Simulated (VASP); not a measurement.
# A VASP study of AgCl (r2SCAN + rVV10): structure first, properties next, part 2 of 2

What structure does AgCl take at this level, and what are its properties? Left out of this account: 1 further run (core levels: core levels are not valid at this level). The start is a computed cell from the Materials Project.

VASP 6.6.1; r2SCAN with rVV10; plane waves and PAW (Ag, Cl).

So far, gap on the k-mesh (eV): step 2 (relaxing cell and atoms (r2SCAN + rVV10)) 1.36; step 4 (density, ELF and potential (r2SCAN + rVV10)) 1.36. The relaxed cell has a = 5.496 Å (conventional setting).

**6. Density of states (r2SCAN + rVV10) (continued)**

The density of states has structure finer than the step of the table below, so its rows give means over 0.5 eV, whole bins alone (the curve runs from -12.0 to 9.24 eV). Peaks (eV: height): total -4.36: 8.99, -2.21: 12.6, -1.92: 14.5, 8.58: 5.08; Ag d -4.36: 2.85, -2.21: 11.7, -1.92: 11.9; Cl p -4.92: 1.41, -4.36: 3.45, -1.92: 1.24, 8.58: 0.638; Ag s -5.02: 0.200, -1.92: 0.164, 4.74: 0.385, 6.24: 0.132; Ag p -4.36: 0.121, 8.58: 0.704.

States under -12.0 eV and over 9.2 eV are left out. The density of states by energy, zero at the valence-band top; means over each step; values in states/eV/cell:

```
energy (eV)    total     Ag d     Cl p     Ag s     Ag p
       -6.0        0        0        0        0        0
       -5.5    0.432   0.0477    0.168   0.0406  0.00211
       -5.0     2.50    0.340     1.02    0.154   0.0365
       -4.5     3.92     1.10     1.54   0.0415   0.0634
       -4.0     3.58     1.05     1.43   0.0177   0.0599
       -3.5     1.44    0.399    0.606  0.00444   0.0261
       -3.0    0.238    0.117   0.0687   5.5e-4  0.00192
       -2.5     4.04     3.59   0.0898  0.00406  0.00304
       -2.0     8.79     7.59    0.508   0.0509   0.0173
       -1.5     2.60     1.83    0.411   0.0315   0.0210
       -1.0     2.09     1.30    0.482   0.0247   0.0208
       -0.5     1.84     1.06    0.541  0.00712   0.0142
        0.0    0.621    0.348    0.206   3.3e-4  0.00206
        0.5        0        0        0        0        0
        1.0        0        0        0        0        0
        1.5  0.00940        0   4.7e-4  0.00334   3.7e-5
        2.0   0.0415   1.6e-4  0.00377   0.0137   5.1e-4
        2.5   0.0726   6.2e-4  0.00961   0.0221  0.00144
        3.0    0.182  0.00186   0.0197   0.0690  0.00350
        3.5    0.414  0.00496   0.0460    0.165  0.00984
        4.0    0.731   0.0131    0.100    0.274   0.0219
        4.5    0.997   0.0165    0.139    0.333   0.0498
        5.0     1.07   0.0167    0.145    0.316   0.0726
        5.5    0.496  0.00779   0.0709    0.147   0.0356
        6.0    0.167  0.00247   0.0220   0.0321   0.0187
        6.5    0.831   0.0131   0.0955    0.126    0.109
        7.0    0.913   0.0189    0.102    0.106    0.130
        7.5    0.851   0.0283   0.0847   0.0513    0.132
        8.0     1.04   0.0768   0.0943   0.0257    0.119
        8.5     3.33    0.178    0.395   0.0334    0.448
```

The gap on this mesh is 1.36 eV. In the top eV of the valence band the largest shares in the PAW spheres are Ag d 58 % and Cl p 29 %. The rest lies in smaller channels or between the spheres.

**7. Dielectric tensor and Born charges (r2SCAN + rVV10)**

The response to a static field gives the electronic dielectric tensor and the Born charges. It needs tightly converged orbitals, hence the small EDIFF.

INCAR reads:

```
SYSTEM = AgCl
PREC = Accurate
ENCUT = 400
EDIFF = 1E-07
NELM = 100
ISMEAR = 0
SIGMA = 0.01
LREAL = .FALSE.
ALGO = Normal
METAGGA = R2SCAN
LUSE_VDW = .TRUE.
IVDW_NL = 2
BPARAM = 11.95
CPARAM = 0.0093
LASPH = .TRUE.
NBANDS = 15
LORBIT = 11
LWAVE = .FALSE.
LCHARG = .FALSE.
LCALCEPS = .TRUE.
LPEAD = .TRUE.
```

POSCAR reads:

```
AgCl
1.0
    0.0000000000      2.7481520757      2.7481520757
    2.7481520757      0.0000000000      2.7481520757
    2.7481520757      2.7481520757      0.0000000000
Ag Cl
1 1
Direct
    0.0000000000      0.0000000000      0.0000000000
    0.5000000000      0.5000000000      0.5000000000
```

KPOINTS reads:

```
Automatic mesh
0
Gamma
7 7 7
0 0 0
```

The projector-augmented-wave data sets are Ag and Cl (PBE family, release 64).

On the command line:

```bash
$ mpirun -np 2 vasp_std
```

It took 9 min on 2 MPI ranks of Intel Xeon 6975P-C (Granite Rapids), shared host; peak memory 0.6 GiB; 18 min of CPU time.

Energies printed during the response cycles are not total energies of the cell. The log warns that the applied field is near the limit of Zener tunnelling for this mesh, so the response is less certain.

Numbers from this step:

```yaml
bands: 16
irreducible_k_points: 20
```

Electronic dielectric tensor with local fields:

```
4.65 0.00 0.00
0.00 4.65 0.00
0.00 0.00 4.65
```

Born effective charge (e), principal values of the symmetric part by kind of site:

```
atom  atoms with these values    low  middle   high   mean
 Ag1                        1   1.51    1.51   1.51   1.51
 Cl2                        1  -1.51   -1.51  -1.51  -1.51
```

In full for Ag1:

```
1.51 0.00 0.00
0.00 1.51 0.00
0.00 0.00 1.51
```

The Born charges sum to zero; the printed set may have that rule imposed, so this is no test. The mean Born charge of Cl, -1.51 e, exceeds its nominal -1, the mark of charge that flows along bonds as atoms move.

**8. Field gradients at the nuclei (r2SCAN + rVV10)**

Field gradients probe how far the charge around each nucleus departs from cubic symmetry; LASPH keeps the non-spherical terms inside the spheres.

INCAR: that of step 7 with these lines changed.

```diff
@@ -6,3 +6,3 @@
 ISMEAR = 0
-SIGMA = 0.01
+SIGMA = 0.05
 LREAL = .FALSE.
@@ -19,3 +19,3 @@
 LCHARG = .FALSE.
-LCALCEPS = .TRUE.
-LPEAD = .TRUE.
+KPAR = 2
+LEFG = .TRUE.
```

POSCAR is that of step 7.

KPOINTS reads:

```
Automatic mesh
0
Gamma
8 8 8
0 0 0
```

On the command line:

```bash
$ mpirun -np 2 vasp_std
```

The job ended after 46 s (2 MPI ranks; peak memory 0.51 GiB; 90 s of CPU time).

Numbers from this step:

* SCF cycles: 16
* bands: 15
* irreducible k-points: 29
* Fermi energy: 4.181 eV
* pressure: -0.06101 GPa
* least direct gap at k: 0.125, 0, 0
* gap on the k-mesh: 1.364 eV
* least direct gap on the k-mesh: 3.747 eV

Electric field gradients, by row:

```
atom  Vxx (V/Å²)  Vyy (V/Å²)  Vzz (V/Å²)  asymmetry
 Ag1           0           0           0          -
 Cl2      -0.001      -0.001       0.001          -
```

All gradients vanish within the noise.

The run ends at a pressure of -0.06 GPa.

**9. Self-consistent run (r2SCAN + rVV10), changed input**

A single point gives energy, forces and stress at these settings. Some settings are moved from the usual, to see what they do.

INCAR: that of step 8 with these lines changed.

```diff
@@ -3,3 +3,3 @@
 ENCUT = 400
-EDIFF = 1E-07
+EDIFF = 1E-05
 NELM = 100
@@ -20,2 +20,2 @@
 KPAR = 2
-LEFG = .TRUE.
+ISIF = 2
```

POSCAR is that of step 8.

KPOINTS is that of step 8.

On the command line:

```bash
$ mpirun -np 2 vasp_std
```

Elapsed: 34 s, on 2 MPI ranks; peak memory 0.49 GiB; 65 s of CPU time.

This step gave:

| Property | Result |
| --- | --- |
| SCF cycles | 12 |
| Fermi energy | 4.180 eV |
| pressure | 0.1749 GPa |
| gap on the k-mesh | 1.365 eV |
| least direct gap on the k-mesh | 3.749 eV |

Against the sound run “Density, ELF and potential (r2SCAN + rVV10)”, the energy at zero smearing moves by -0.0 meV an atom, the pressure by +0.26 GPa and the gap by +0.00 eV.

**10. Results**

```
relaxed volume                                             : 20.75 Å³/atom
relaxed conventional cell a, b, c                          : 5.496, 5.496, 5.496 Å
space group after relaxing, within 0.02 Å                  : Fm-3m (No. 225)
band gap                                                   : 1.36 eV, indirect (least direct gap of that run 3.57 eV)
gap among the points of the DOS mesh alone, an upper bound : 1.36 eV
electronic dielectric constant, mean                       : 4.65
largest field gradient Vzz                                 : zero within the noise on all sites
```

**Reading.** With r2SCAN + rVV10, AgCl relaxes to 20.75 Å³/atom in space group Fm-3m (held by the symmetry of the run) and has an indirect gap of 1.36 eV. Bands along the symmetry lines (r2SCAN + rVV10): The path shows an indirect gap of 1.36 eV (valence top at L, conduction bottom at Γ). The least direct gap is 3.57 eV. Dielectric tensor and Born charges (r2SCAN + rVV10): The electronic dielectric tensor with local fields is isotropic, 4.65. Dielectric tensor and Born charges (r2SCAN + rVV10): Mean Born effective charge: Ag1 1.51, Cl2 -1.51 e. Semilocal functionals usually underestimate gaps. Spin-orbit coupling is left out; it would split some degenerate bands. No search among competing phases was made, and a listed structure need not be the one stable at ambient conditions. All values are for a static lattice at zero temperature.

[Lines on the potential files, build, host, timing and source positions are cut from VASP's logs without a mark.]

[Logs are printed without paths, hosts, clocks, repeated set-up lines and the standing remarks that a program may print on its own settings, such as how far it seeks lower states.]

[Hosts, paths, dates, database ids (printed as entryN), source tags and the programs' standing remarks are cut or masked in the printed files.]

[A measured line is paired with the nearest computed mode of its activity, which favours agreement.]
